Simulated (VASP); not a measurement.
Elastic constants (GPa) of a crystal from PBE GGA, VASP's PBE PAW potentials (set 64) (VASP):

```csv
,xx,yy,zz,yz,xz,xy
xx,457.7,167.6,167.6,0.0,0.0,0.0
yy,167.6,457.7,167.6,0.0,0.0,0.0
zz,167.6,167.6,457.7,0.0,0.0,0.0
yz,0.0,0.0,0.0,92.0,0.0,0.0
xz,0.0,0.0,0.0,0.0,92.0,0.0
xy,0.0,0.0,0.0,0.0,0.0,92.0
```

Finite-difference elastic constants of metals are sensitive to mesh and smearing; shear constants can be off by tens of GPa.

Question: Work out the Voigt, Reuss and Hill moduli, Young's modulus and Poisson's ratio.

Answer: All eigenvalues are positive (smallest 92.0 GPa), so the crystal is stable. K_V = (C11+C22+C33+2(C12+C13+C23))/9 = (1373.1 + 2×502.8)/9 = 264.3 GPa; G_V = (1373.1 − 502.8 + 3×276.0)/15 = 113.2 GPa. From the compliances, K_R = 264.3 GPa and G_R = 107.8 GPa. Hill: K = 264.3 GPa, G = 110.5 GPa, E = 9KG/(3K+G) = 290.9 GPa, ν = (3K−2G)/(2(3K+G)) = 0.317. K/G = 2.39, above Pugh's 1.75; universal anisotropy A^U = 0.25.

Question: With a density of 10.10 g/cm³, what are the mean sound speeds?

Answer: v_l = √((K+4G/3)/ρ) = 6.38 km/s and v_t = √(G/ρ) = 3.31 km/s. The crystal is Mo (bcc), cubic.

The compound is Mo in the bcc structure. It was relaxed first.
